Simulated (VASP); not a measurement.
Crystal: TaWC2.

```xyz
4
Lattice="1.5719 0.9075 5.1016 -1.5719 0.9075 5.1016 0.0000 -1.8150 5.1016" Properties=species:S:1:pos:R:3 pbc="T T T"
W     0.0000    0.0000    0.0000
Ta    0.0000    0.0000    7.6524
C     0.0000    0.0000    3.8405
C     0.0000    0.0000   11.4644
```

The cell comes from a database or a generator and needn't be the stable form of this composition.

Base run:

* Program: VASP 6.6.1
* Functional: LDA
* Potentials or basis: VASP PAW LDA potentials, release 64 (W_sv, Ta_pv, C)
* Cutoff: 520 eV
* k mesh: 7 × 7 × 7
* Occupations: fermi-dirac, width 0.05 eV
* Spin: spin-orbit coupling, no magnetisation

Its results: pressure -14.1 GPa; largest force 0.043 eV/Å.

Problem. The run is repeated on the same cell with these changes: spin from spin-orbit coupling, no magnetisation to no spin polarisation. What comes out?

Solution. Pressure -14.8 GPa; largest force 0.057 eV/Å.

Not every run made on this cell is shown here.
